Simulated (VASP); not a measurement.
# LiY3 (Fm-3m) in VASP: reference runs

Reference runs on LiY3: the cell as given and a disturbed copy.

Everything below comes from runs of VASP 6.6.1. Logs are shortened: lines on timing, memory, paths and dates and some standing lists are left out, and cuts for length are marked.

## Step 1: The structure

Symmetry: Fm-3m, No. 225, cubic system. Conventional cell: a = 7.800 Å, b = 7.800 Å, c = 7.800 Å, α = 90.00°, β = 90.00°, γ = 90.00°. Y (site symmetry m-3m) is surrounded by 8 Y at 3.38 Å. Y (site symmetry -43m) has 4 Li at 3.38 Å and 4 Y at 3.38 Å as nearest neighbours. Li (site symmetry m-3m) has 8 Y at 3.38 Å as nearest neighbours.

The cell comes from a database or a generator and needn't be the stable form of this composition.

## Step 2: Single point, PBE

Input file INCAR:

```
PREC = Accurate
ENCUT = 520
EDIFF = 1E-7
ISMEAR = -1
SIGMA = 0.05
LREAL = False
LASPH = True
NELM = 60
ALGO = Normal
ISIF = 2
LWAVE = False
LCHARG = False
GGA = PE
NBANDS = 26
```

Input file KPOINTS:

```
regular mesh
0
Gamma
  6 6 6
```

Input file POSCAR:

```
LiY3
1.0
    0.0000000000      3.8998520000      3.8998520000
    3.8998520000      0.0000000000      3.8998520000
    3.8998520000      3.8998520000      0.0000000000
Y Li
3 1
Direct
    0.5000000000      0.5000000000      0.5000000000
    0.7500000000      0.7500000000      0.7500000000
    0.2500000000      0.2500000000      0.2500000000
    0.0000000000      0.0000000000      0.0000000000
```

Potentials or basis: VASP PAW PBE potentials, release 64 (Y_sv, Li_sv).

Launch:

```bash
$ cat potpaw_PBE.64/Y_sv/POTCAR potpaw_PBE.64/Li_sv/POTCAR > POTCAR
$ mpirun -np 1 vasp_std > vasp.out
```

OUTCAR:

```text
PREC = Accurate
   ENCUT = 520
   EDIFF = 1E-7
   ISMEAR = -1
   LREAL = False
   LASPH = True
   NELM = 60
   ISIF = 2
   GGA = PE

 ion  position               nearest neighbor table
   1  0.500  0.500  0.500-   2 3.38   3 3.38   3 3.38   3 3.38   3 3.38   2 3.38   2 3.38   2 3.38

   2  0.750  0.750  0.750-   1 3.38   4 3.38   1 3.38   1 3.38   1 3.38   4 3.38   4 3.38   4 3.38
                             3 3.90   3 3.90   3 3.90   3 3.90   3 3.90   3 3.90
   3  0.250  0.250  0.250-   1 3.38   4 3.38   4 3.38   4 3.38   4 3.38   1 3.38   1 3.38   1 3.38
                             2 3.90   2 3.90   2 3.90   2 3.90   2 3.90   2 3.90
   4  0.000  0.000  0.000-   2 3.38   3 3.38   2 3.38   2 3.38   2 3.38   3 3.38   3 3.38   3 3.38

  LATTYP: Found a face centered cubic cell.
 ALAT       =     7.7997040000

  Lattice vectors:

 A1 = (   0.0000000000,   3.8998520000,   3.8998520000)
 A2 = (   3.8998520000,   0.0000000000,   3.8998520000)
 A3 = (   3.8998520000,   3.8998520000,   0.0000000000)

Analysis of symmetry for initial positions (statically):
=====================================================================
 Subroutine PRICEL returns:
 Original cell was already a primitive cell.

 Routine SETGRP: Setting up the symmetry group for a
 face centered cubic supercell.

 Subroutine GETGRP returns: Found 48 space group operations
 (whereof 48 operations were pure point group operations)
 out of a pool of 48 trial point group operations.

The static configuration has the point symmetry O_h .

Analysis of symmetry for dynamics (positions and initial velocities):
=====================================================================
 Subroutine PRICEL returns:
 Original cell was already a primitive cell.

 Routine SETGRP: Setting up the symmetry group for a
 face centered cubic supercell.

 Subroutine GETGRP returns: Found 48 space group operations
 (whereof 48 operations were pure point group operations)
 out of a pool of 48 trial point group operations.

The dynamic configuration has the point symmetry O_h .

 Subroutine INISYM returns: Found 48 space group operations
 (whereof 48 operations are pure point group operations),
 and found     1 'primitive' translations

----------------------------------------------------------------------------------------

                                     Primitive cell

  volume of cell :     118.6245

  direct lattice vectors                    reciprocal lattice vectors
     0.000000000  3.899852000  3.899852000    -0.128209994  0.128209994  0.128209994
     3.899852000  0.000000000  3.899852000     0.128209994 -0.128209994  0.128209994
     3.899852000  3.899852000  0.000000000     0.128209994  0.128209994 -0.128209994

  length of vectors
     5.515223590  5.515223590  5.515223590     0.222066223  0.222066223  0.222066223

  position of ions in fractional coordinates (direct lattice)
     0.500000000  0.500000000  0.500000000
     0.750000000  0.750000000  0.750000000
     0.250000000  0.250000000  0.250000000
     0.000000000  0.000000000  0.000000000

  ion indices of the primitive-cell ions
   primitive index   ion index
                 1           1
                 2           2
                 3           3
                 4           4

----------------------------------------------------------------------------------------

 KPOINTS: regular mesh

Automatic generation of k-mesh.
 Grid dimensions read from file:
 generate k-points for:    6    6    6

 Generating k-lattice:

  Cartesian coordinates                     Fractional coordinates (reciprocal lattice)
    -0.021368332  0.021368332  0.021368332     0.166666667  0.000000000  0.000000000
     0.021368332 -0.021368332  0.021368332     0.000000000  0.166666667  0.000000000
     0.021368332  0.021368332 -0.021368332     0.000000000  0.000000000  0.166666667

  Length of vectors
     0.037011037  0.037011037  0.037011037

  Shift w.r.t. Gamma in fractional coordinates (k-lattice)
     0.000000000  0.000000000  0.000000000

 Subroutine IBZKPT returns following result:
 ===========================================

 Found     16 irreducible k-points:

 Following reciprocal coordinates:
            Coordinates               Weight
  0.000000  0.000000  0.000000      1.000000
  0.166667  0.000000  0.000000      8.000000
  0.333333  0.000000  0.000000      8.000000
  0.500000  0.000000  0.000000      4.000000
  0.166667  0.166667  0.000000      6.000000
  0.333333  0.166667  0.000000     24.000000
[... 8 lines left out ...]
 -0.333333  0.333333  0.166667     24.000000
 -0.333333  0.500000  0.166667     12.000000
   k-points           NKPTS =     16   k-points in BZ     NKDIM =     16   number of bands    NBANDS=     26
   number of dos      NEDOS =    301   number of ions     NIONS =      4
   total plane-waves  NPLWV =  74088
   dimension x,y,z NGX =    42 NGY =   42 NGZ =   42
   dimension x,y,z NGXF=    84 NGYF=   84 NGZF=   84
   ions per type =               3   1
   NGX,Y,Z   is equivalent  to a cutoff of  12.66, 12.66, 12.66 a.u.
   NGXF,Y,Z  is equivalent  to a cutoff of  25.32, 25.32, 25.32 a.u.
 SYSTEM =  unknown system
   PREC   = accura    normal or accurate (medium, high low for compatibility)
   ISTART =      0    job   : 0-new  1-cont  2-samecut
   ICHARG =      2    charge: 1-file 2-atom 10-const
   ISPIN  =      1    spin polarized calculation?
   LNONCOLLINEAR =      F non collinear calculations
   LSORBIT =      F    spin-orbit coupling
   LASPH  =      T    aspherical Exc in radial PAW
   ENCUT  =  520.0 eV  38.22 Ry    6.18 a.u.  10.25 10.25 10.25*2*pi/ulx,y,z
   NELM   =     60;   NELMIN=  2; NELMDL= -5     # of ELM steps
   EDIFF  = 0.1E-06   stopping-criterion for ELM
   LREAL  =      F    real-space projection
   EDIFFG = 0.1E-05   stopping-criterion for IOM
   NSW    =      0    number of steps for IOM
   IBRION =     -1    ionic relax: 0-MD 1-quasi-New 2-CG
   NFREE  =      0    steps in history (QN), initial steepest desc. (CG)
   ISIF   =      2    stress and relaxation
   ISYM   =      2    0-nonsym 1-usesym 2-fastsym
   POTIM  = 0.5000    time-step for ionic-motion
   TEBEG  =    0.0;   TEEND  =   0.0 temperature during run
   PSTRESS=    0.0 pullay stress
   NELECT =      36.0000    total number of electrons
   NUPDOWN=      -1.0000    fix difference up-down
   EMIN   =  10.00;   EMAX   =-10.00  energy-range for DOS
   EFERMI =   0.00;   METHOD = LEGACY
   ISMEAR =    -1;   SIGMA  =   0.05  broadening in eV -4-tet -1-fermi 0-gaus
   EFERMI_NEDOS =   21; number of points for ismear=-14 and -15
   IALGO  =     38    algorithm
   IMIX   =      4    mixing-type and parameters
     AMIX     =   0.40;   BMIX     =  1.00
     AMIX_MAG =   1.60;   BMIX_MAG =  1.00
  volume/ion in A,a.u.               =      29.66       200.13
  Fermi-wavevector in a.u.,A,eV,Ry     =   1.100147  2.078977 16.467462  1.210324
  Thomas-Fermi vector in A             =   2.236554
   LORBIT       =      0    0 simple, 1 ext, 2 COOP (PROOUT), +10 PAW based schemes
   GGA     = PE    functional components
   LHFCALC =     F    Hartree Fock is set to
   AEXX    =    0.0000 exact exchange contribution
   IVDW    =     0    specifies the selected vdW correction
   LEPSILON=     F    determine dielectric tensor
   LRPA    =     F    only Hartree local field effects (RPA)
 non-spin polarized calculation
  energy-cutoff  :      520.00
  volume of cell :      118.62
 maximum number of plane-waves:      3250
 NGX is ok and might be reduce to    42
   NGX = 21   NGY = 21   NGZ = 21

 number of electron      36.0000009 magnetization

 Free energy of the ion-electron system (eV)
  ---------------------------------------------------
  ext. energy  EPLUGINS =         0.00000000
  ---------------------------------------------------
  free energy    TOTEN  =       -20.46852930 eV

  energy without entropy =      -20.43317527  energy(sigma->0) =      -20.45085229

 E-fermi :   2.6428     XC(G=0):  -9.0350

 val. band max:        2.6160907691   @ k =   0.1667   0.1667   0.0000
 cond. band min:       2.6798873606   @ k =   0.3333   0.1667   0.0000
 fundamental gap:      0.0637965915
 Fermi energy:         2.6427794987

 k-point     1 :       0.0000    0.0000    0.0000
  band No.  band energies     occupation
      1     -43.0252      2.00000
      2     -40.3501      2.00000
      3     -40.3087      2.00000
      4     -40.1388      2.00000
      5     -20.3970      2.00000
      6     -20.3970      2.00000
[... 18 lines left out ...]
     25       6.0672      0.00000
     26       6.6453      0.00000

 k-point     2 :       0.1667    0.0000    0.0000
  band No.  band energies     occupation
      1     -43.0252      2.00000
      2     -40.3454      2.00000
      3     -40.3102      2.00000
      4     -40.1422      2.00000
      5     -20.4370      2.00000
      6     -20.4244      2.00000
[... 18 lines left out ...]
     25       5.6295      0.00000
     26       6.5579      0.00000

 k-point     3 :       0.3333    0.0000    0.0000
  band No.  band energies     occupation
      1     -43.0252      2.00000
      2     -40.3342      2.00000
      3     -40.3143      2.00000
      4     -40.1494      2.00000
      5     -20.4560      2.00000
      6     -20.4560      2.00000
[... 18 lines left out ...]
     25       4.8513      0.00000
     26       6.5116      0.00000

 k-point     4 :       0.5000    0.0000    0.0000
  band No.  band energies     occupation
      1     -43.0252      2.00000
      2     -40.3252      2.00000
      3     -40.3196      2.00000
      4     -40.1533      2.00000
      5     -20.4682      2.00000
      6     -20.4682      2.00000
[... 18 lines left out ...]
     25       4.4509      0.00000
     26       6.4265      0.00000
[... 264 lines left out ...]
      1     -43.0252      2.00000
      2     -40.3274      2.00000
      3     -40.3159      2.00000
      4     -40.1548      2.00000
      5     -20.5204      2.00000
      6     -20.4799      2.00000
[... 18 lines left out ...]
     25       5.2267      0.00000
     26       5.6110      0.00000

 k-point    15 :      -0.3333    0.3333    0.1667
  band No.  band energies     occupation
      1     -43.0252      2.00000
      2     -40.3210      2.00000
      3     -40.3195      2.00000
      4     -40.1577      2.00000
      5     -20.5337      2.00000
      6     -20.4504      2.00000
[... 18 lines left out ...]
     25       4.9327      0.00000
     26       5.9830      0.00000

 k-point    16 :      -0.3333    0.5000    0.1667
  band No.  band energies     occupation
      1     -43.0251      2.00000
      2     -40.3213      2.00000
      3     -40.3177      2.00000
      4     -40.1592      2.00000
      5     -20.5514      2.00000
      6     -20.4950      2.00000
[... 18 lines left out ...]
     25       5.4590      0.00000
     26       5.4743      0.00000

------------------------ aborting loop because EDIFF is reached ----------------------------------------

  FORCE on cell =-STRESS in cart. coord.  units (eV):
  Direction    XX          YY          ZZ          XY          YZ          ZX
  --------------------------------------------------------------------------------------
  -------------------------------------------------------------------------------------
  Total       -0.0761083     -0.0761083     -0.0761083     -0.0000000     -0.0000000      0.0000000
  in kB       -1.0279417     -1.0279417     -1.0279417     -0.0000000     -0.0000000      0.0000000
  external PRESSURE =      -1.0279417 kB  Pullay stress =       0.0000000 kB

 VOLUME and BASIS-vectors are now :
 -----------------------------------------------------------------------------
  energy-cutoff  :      520.00
  volume of cell :      118.62
      direct lattice vectors                 reciprocal lattice vectors
     0.000000000  3.899852000  3.899852000    -0.128209994  0.128209994  0.128209994
     3.899852000  0.000000000  3.899852000     0.128209994 -0.128209994  0.128209994
     3.899852000  3.899852000  0.000000000     0.128209994  0.128209994 -0.128209994

 POSITION                                       TOTAL-FORCE (eV/Angst)
 -----------------------------------------------------------------------------------
      3.89985      3.89985      3.89985         0.000000      0.000000      0.000000
      5.84978      5.84978      5.84978         0.000000      0.000000      0.000000
      1.94993      1.94993      1.94993        -0.000000     -0.000000     -0.000000
      0.00000      0.00000      0.00000         0.000000      0.000000      0.000000
 -----------------------------------------------------------------------------------
    total drift:                               -0.000000     -0.000000      0.000000

  FREE ENERGIE OF THE ION-ELECTRON SYSTEM (eV)
  ---------------------------------------------------
  free  energy   TOTEN  =       -20.4685293027 eV

  energy  without entropy=      -20.4331752675  energy(sigma->0) =      -20.45085229
```

Run time: 81 s. Hardware: 1 thread of Intel Xeon Platinum 8488C (Sapphire Rapids), shared host; peak memory 0.27 GiB.

Results:

```yaml
Free_energy: -20.4685 eV
Band_gap_on_the_k_mesh: none (metal or under the smearing width)
```

Levels at points of the mesh, in eV from the Fermi level:
| k point | band 14 | band 15 | band 16 | band 17 | band 18 | band 19 | band 20 | band 21 | band 22 | band 23 |
| --- | --- | --- | --- | --- | --- | --- | --- | --- | --- | --- |
| (0.00, 0.00, 0.00) | -4.55 | -0.92 | -0.92 | -0.42 | -0.42 | -0.42 | 0.52 | 0.52 | 0.52 | 3.42 |
| (0.50, 0.00, 0.00) | -2.80 | -2.12 | -0.67 | -0.67 | -0.05 | 0.24 | 0.24 | 0.58 | 0.58 | 1.45 |
| (0.50, 0.50, 0.00) | -2.28 | -1.70 | -1.49 | -1.40 | 0.40 | 0.47 | 0.47 | 0.69 | 0.69 | 1.65 |

Caveat: the cutoff is under 1.25 times the usual one of these potentials, so pressure, stress and relaxed cells hold a basis-set (Pulay) error.

## Step 3: Single point, PBE (atoms moved at random, drawn with an rms of 0.05 Å)

Input file INCAR:

```
PREC = Accurate
ENCUT = 520
EDIFF = 1E-7
ISMEAR = -1
SIGMA = 0.05
LREAL = F
LASPH = T
NELM = 60
ALGO = Normal
ISIF = 2
LWAVE = F
LCHARG = F
GGA = PE
NBANDS = 26
```

Input file KPOINTS:

```
Automatic mesh
0
Gamma
  6 6 6
```

Input file POSCAR:

```
LiY3
1.0
    0.0000000000      3.8998520000      3.8998520000
    3.8998520000      0.0000000000      3.8998520000
    3.8998520000      3.8998520000      0.0000000000
Y Li
3 1
Direct
    0.4972130000      0.5049790000      0.4963850000
    0.7545110000      0.7544530000      0.7426520000
    0.2462900000      0.2419550000      0.2574190000
    0.0057220000     -0.0003600000     -0.0126970000
```

Potentials or basis: VASP PAW PBE potentials, release 64 (Y_sv, Li_sv).

Launch:

```bash
$ cat potpaw_PBE.64/Y_sv/POTCAR potpaw_PBE.64/Li_sv/POTCAR > POTCAR
$ mpirun -np 1 vasp_std > vasp.out
```

It took 6.3 min on 1 thread of Intel Xeon Platinum 8488C (Sapphire Rapids), shared host; peak memory 0.46 GiB.

Results (log left out):

- Free energy: -20.4572 eV
- Largest force: 0.234 eV/Å
- Band gap on the k mesh: none (metal or under the smearing width)

Forces on the atoms (eV/Å):
```
Y   -0.037  0.095 -0.052
Y   -0.002 -0.028 -0.098
Y   -0.034 -0.123  0.196
Li   0.072  0.056 -0.047
```

Levels at points of the mesh, in eV from the Fermi level:
```tsv
k point	band 16	band 17	band 18	band 19	band 20	band 21
(0.00, 0.00, 0.00)	-0.91	-0.43	-0.42	-0.41	0.48	0.52
(0.50, 0.00, 0.00)	-0.69	-0.65	-0.08	0.18	0.23	0.54
(0.00, 0.50, 0.00)	-0.68	-0.65	-0.10	0.17	0.21	0.54
(0.00, 0.00, 0.50)	-0.69	-0.66	0.03	0.30	0.33	0.57
(0.50, 0.50, 0.50)	-0.69	-0.66	-0.01	0.25	0.30	0.55
(0.50, 0.50, 0.00)	-1.49	-1.40	0.38	0.49	0.50	0.68
(0.00, 0.50, 0.50)	-1.49	-1.40	0.38	0.47	0.49	0.69
(0.50, 0.00, 0.50)	-1.49	-1.40	0.39	0.48	0.49	0.69
```

Caveat: the cutoff is under 1.25 times the usual one of these potentials, so pressure, stress and relaxed cells hold a basis-set (Pulay) error.
